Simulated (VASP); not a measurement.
These are PBEsol GGA, VASP's PBE PAW potentials (set 64) (plane waves; VASP) values and carry that method's errors.

A VASP calculation is set up with these files.

INCAR:
```
# general
SYSTEM  = Cu
PREC    = Accurate
ENCUT   = 400
LREAL   = .FALSE.
LASPH   = .TRUE.

# electronic loop
EDIFF   = 1E-6
NELM    = 100
ALGO    = Normal
LMAXMIX = 4

# smearing
ISMEAR  = 1
SIGMA   = 0.1

# functional
GGA     = PS

# ions
IBRION  = 2
NSW     = 60
ISIF    = 3
EDIFFG  = -0.01

# output
LWAVE   = .FALSE.
LCHARG  = .FALSE.
```

**POSCAR**
```
Cu
1
   -1.4326290000     1.4326290000     1.4326290000
    1.4326290000    -1.4326290000     1.4326290000
    1.4326290000     1.4326290000    -1.4326290000
Cu
1
Direct
  0.0000000000   0.0000000000   0.0000000000
```

KPOINTS:
```
kpoints
0
gamma
  16 16 16
```

POTCAR, in this order: Cu (PBE.64 set). Program: vasp_std.

Output

**OSZICAR**
```
       N       E                     dE             d eps       ncg     rms          rms(c)
DAV:   1     0.288122261029E+02    0.28812E+02   -0.48742E+03  2739   0.168E+03
DAV:   2    -0.501069228913E+01   -0.33823E+02   -0.31828E+02  2656   0.176E+02
DAV:   3    -0.533683154888E+01   -0.32614E+00   -0.32539E+00  2993   0.250E+01
DAV:   4    -0.533909707029E+01   -0.22655E-02   -0.22654E-02  3059   0.188E+00
DAV:   5    -0.533912559801E+01   -0.28528E-04   -0.28529E-04  2950   0.178E-01    0.827E+00
DAV:   6    -0.470659864390E+01    0.63253E+00   -0.19761E+01  2741   0.103E+02    0.434E+00
DAV:   7    -0.427388617978E+01    0.43271E+00   -0.31155E+00  2762   0.405E+01    0.632E-01
DAV:   8    -0.426038479404E+01    0.13501E-01   -0.66960E-03  3591   0.102E+00    0.238E-01
DAV:   9    -0.425931232515E+01    0.10725E-02   -0.64810E-03  2829   0.165E+00    0.249E-02
DAV:  10    -0.425931890771E+01   -0.65826E-05   -0.30128E-05  3828   0.114E-01    0.796E-03
DAV:  11    -0.425931913546E+01   -0.22775E-06   -0.13856E-06  1603   0.282E-02
   1 F= -.42593191E+01 E0= -.42588811E+01  d E =-.425932E+01
       N       E                     dE             d eps       ncg     rms          rms(c)
DAV:   1    -0.508976023942E+01   -0.83044E+00   -0.14984E+01  2722   0.939E+01    0.764E+00
DAV:   2    -0.456209365132E+01    0.52767E+00   -0.13061E+01  2724   0.840E+01    0.312E+00
DAV:   3    -0.428308780106E+01    0.27901E+00   -0.19388E+00  2708   0.323E+01    0.983E-01
DAV:   4    -0.426414699095E+01    0.18941E-01   -0.15770E-02  3247   0.159E+00    0.678E-02
DAV:   5    -0.426387450964E+01    0.27248E-03   -0.19628E-03  2920   0.103E+00    0.398E-02
DAV:   6    -0.426384632274E+01    0.28187E-04   -0.86891E-05  2959   0.187E-01    0.821E-04
DAV:   7    -0.426384622873E+01    0.94014E-07   -0.29436E-07  1596   0.121E-02
   2 F= -.42638462E+01 E0= -.42633629E+01  d E =-.452709E-02
       N       E                     dE             d eps       ncg     rms          rms(c)
DAV:   1    -0.437969572707E+01   -0.11585E+00   -0.21761E+00  2716   0.389E+01    0.275E+00
DAV:   2    -0.430272115618E+01    0.76975E-01   -0.15963E+00  2727   0.286E+01    0.107E+00
DAV:   3    -0.426989762033E+01    0.32824E-01   -0.25618E-01  2720   0.119E+01    0.403E-01
DAV:   4    -0.426674485332E+01    0.31528E-02   -0.52843E-03  3758   0.102E+00    0.341E-02
DAV:   5    -0.426673885976E+01    0.59936E-05   -0.88425E-05  3097   0.209E-01    0.132E-02
DAV:   6    -0.426673769908E+01    0.11607E-05   -0.54276E-06  1769   0.423E-02    0.701E-04
DAV:   7    -0.426673783537E+01   -0.13629E-06   -0.24572E-07  1359   0.629E-03
   3 F= -.42667378E+01 E0= -.42662605E+01  d E =-.741870E-02
```

File OUTCAR:
```
------------------------ aborting loop because EDIFF is reached ----------------------------------------
  FORCE on cell =-STRESS in cart. coord.  units (eV):
  Direction    XX          YY          ZZ          XY          YZ          ZX
  --------------------------------------------------------------------------------------
  Total        0.0028080      0.0028080      0.0028080     -0.0000000      0.0000000      0.0000000
  in kB        0.3966560      0.3966560      0.3966560     -0.0000000      0.0000000      0.0000000
  external PRESSURE =       0.3966560 kB  Pullay stress =       0.0000000 kB
  volume of cell :       11.34
      direct lattice vectors                 reciprocal lattice vectors
    -1.415391295  1.415391295  1.415391295     0.000000000  0.353259203  0.353259203
     1.415391295 -1.415391295  1.415391295     0.353259203  0.000000000  0.353259203
     1.415391295  1.415391295 -1.415391295     0.353259203  0.353259203  0.000000000
 POSITION                                       TOTAL-FORCE (eV/Angst)
 -----------------------------------------------------------------------------------
     -0.00000      0.00000      0.00000        -0.000000      0.000000     -0.000000
 -----------------------------------------------------------------------------------
    total drift:                                0.000000      0.000000      0.000000
  FREE ENERGIE OF THE ION-ELECTRON SYSTEM (eV)
  ---------------------------------------------------
  free  energy   TOTEN  =        -4.2667378354 eV

  energy  without entropy=       -4.2653058260  energy(sigma->0) =       -4.26626050

 reached required accuracy - stopping structural energy minimisation
```
(Selected blocks of OUTCAR.)

### CONTCAR
```
Cu
   1.00000000000000
    -1.4153912945144889    1.4153912945144889    1.4153912945144889
     1.4153912945144889   -1.4153912945144889    1.4153912945144889
     1.4153912945144889    1.4153912945144889   -1.4153912945144889
  Cu
     1
Direct
     0.0000000000000000    0.0000000000000000    0.0000000000000000
```

File OUTCAR:
```
 val. band max:        7.9208934332   @ k =   0.2500   0.1250   0.1250

 cond. band min:       7.9318029733   @ k =   0.1875   0.1875   0.1250


 Fermi energy:         7.9237798777

 k-point     1 :       0.0000    0.0000    0.0000
  band No.  band energies     occupation
      1      -1.7880      2.00000
      2       4.6720      2.00000
      3       4.6720      2.00000
      4       4.6720      2.00000
      5       5.7555      2.00000
      6       5.7555      2.00000
      7      33.3496      0.00000
      8      33.3496      0.00000
      9      33.3496      0.00000

 k-point     2 :       0.0625    0.0000    0.0000
  band No.  band energies     occupation
      1      -1.6329      2.00000
      2       4.6419      2.00000
      3       4.6702      2.00000
      4       4.7328      2.00000
      5       5.7259      2.00000
      6       5.7578      2.00000
      7      31.7252      0.00000
      8      32.9351      0.00000
      9      32.9872      0.00000

 k-point     3 :       0.1250    0.0000    0.0000
  band No.  band energies     occupation
      1      -1.1748      2.00000
      2       4.5561      2.00000
      3       4.6574      2.00000
      4       4.9108      2.00000
      5       5.6572      2.00000
      6       5.7653      2.00000
      7      28.5320      0.00000
      8      31.6073      0.00000
      9      32.2399      0.00000

 k-point     4 :       0.1875    0.0000    0.0000
  band No.  band energies     occupation
      1      -0.4391      2.00000
      2       4.4301      2.00000
      3       4.6218      2.00000
      4       5.1866      2.00000
      5       5.5988      2.00000
      6       5.7790      2.00000
      7      25.1170      0.00000
      8      30.0055      0.00000
      9      31.2433      0.00000

 k-point     5 :       0.2500    0.0000    0.0000
  band No.  band energies     occupation
      1       0.5113      2.00000
      2       4.2838      2.00000
      3       4.5979      2.00000
...
```

Energy and stress use the plane-wave basis of the starting cell.

The structure was generated: Cu was put into the bcc type (Im-3m), which need not be its known phase. This run relaxes it. Symmetry was kept, so distortions that lower it aren't found.
